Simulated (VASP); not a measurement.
An input for Quantum ESPRESSO's pw.x (written as the equivalent of a VASP run, and not itself run):

```
&CONTROL
  calculation = 'vc-relax'
  pseudo_dir = './pseudo'
  outdir = './out'
  tprnfor = .true.
  tstress = .true.
  nstep = 40
  forc_conv_thr = 0.00078
/
&SYSTEM
  ibrav = 0
  nat = 3
  ntyp = 2
  ecutwfc = 88
  occupations = 'smearing'
  smearing = 'gaussian'
  degauss = 0.003675
  input_dft = 'pbesol'
/
&ELECTRONS
  conv_thr = 7.3e-08
  electron_maxstep = 100
/
&IONS
/
&CELL
  press = 450
/
ATOMIC_SPECIES
  Na 22.990 Na.upf
  S 32.060 S.upf
CELL_PARAMETERS angstrom
     0.0000000    2.8356770    2.8356770
     2.8356770    0.0000000    2.8356770
     2.8356770    2.8356770    0.0000000
ATOMIC_POSITIONS crystal
  Na   0.2500000  0.2500000  0.2500000
  Na   0.7500000  0.7500000  0.7500000
  S    0.0000000  0.0000000  0.0000000
K_POINTS automatic
  7 7 7 0 0 0
```

### Question
Write the VASP files for the same calculation (PBEsol).

### Answer
Several could match; the one computed here: 
File POSCAR:
```
Na2S
1
    0.0000000000     2.8356770337     2.8356770337
    2.8356770337     0.0000000000     2.8356770337
    2.8356770337     2.8356770337     0.0000000000
Na S
2 1
Direct
  0.2500000000   0.2500000000   0.2500000000
  0.7500000000   0.7500000000   0.7500000000
  0.0000000000   0.0000000000   0.0000000000
```

File KPOINTS:
```
kpoints
0
G
 7 7 7
```

INCAR:
```
ALGO = Normal
EDIFF = 1E-6
EDIFFG = -0.02
ENCUT = 500
GGA = PS
IBRION = 2
ISIF = 3
ISMEAR = 0
LASPH = .TRUE.
LCHARG = .FALSE.
LREAL = .FALSE.
LWAVE = .FALSE.
NELM = 100
NSW = 40
PREC = Accurate
PSTRESS = 450
SIGMA = 0.05
SYSTEM = Na2S
```

POTCAR, in this order: Na_pv S (PBE.64 set). Program: vasp_std.

The two are equivalent in intent, not identical: the potentials are each code's own (VASP's PAW set, PseudoDojo norm-conserving files in pw.x), so ENCUT and ecutwfc are chosen apart and not converted; conv_thr bounds pw.x's estimated SCF error, while EDIFF bounds the energy change between steps; forc_conv_thr acts on force components and is met together with etot_conv_thr.

The compound is Na2S in the antifluorite structure. This run relaxes it under an external pressure of 45 GPa. Symmetry was kept, so distortions that lower it aren't found.
